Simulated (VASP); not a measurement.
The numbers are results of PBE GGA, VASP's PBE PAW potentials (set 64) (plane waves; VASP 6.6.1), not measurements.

The input files of a VASP run:

File KPOINTS:
```
Automatic mesh
0
Monkhorst-Pack
7 7 4
0 0 0
```

INCAR:
```
SYSTEM  =  Gd
PREC  =  Accurate; ENCUT  =  400; LREAL  =  .False.
LASPH  =  .True.
EDIFF  =  1E-6; NELM  =  100; ALGO  =  Normal
LMAXMIX  =  6
ISMEAR  =  1; SIGMA  =  0.1
GGA  =  PE
ISIF  =  2
LWAVE  =  .False.; LCHARG  =  .False.
```

File POSCAR:
```
Gd
1
    1.8513000000    -3.2065450000     0.0000000000
    1.8513000000     3.2065450000     0.0000000000
    0.0000000000     0.0000000000     5.8956000000
Gd
2
Direct
  0.3333330000   0.6666670000   0.2500000000
  0.6666670000   0.3333330000   0.7500000000
```

POTCAR, in this order: Gd_3 (PBE.64 set). Program: vasp_std.

What will the output report for the number of irreducible k-points (NKPTS), number of bands (NBANDS), largest plane-wave count, number of space-group operations, FFT grid (NGX, NGY, NGZ)?

```
Item                                           Value
--------------------------------------  ------------
number of irreducible k-points (NKPTS)            16
number of bands (NBANDS)                          13
largest plane-wave count                        1291
number of space-group operations                  24
FFT grid (NGX, NGY, NGZ)                24 × 24 × 40
```

The compound is Gd in the hcp structure. The cell was not relaxed at this level. The run is one of a series of settings (KPOINTS 7×7×4 Monkhorst-Pack mesh against the base run), some of them coarse on purpose. The 4f electrons are frozen in the core of the lanthanide potential, so 4f levels, which can set the real gap, and their magnetism are missing.
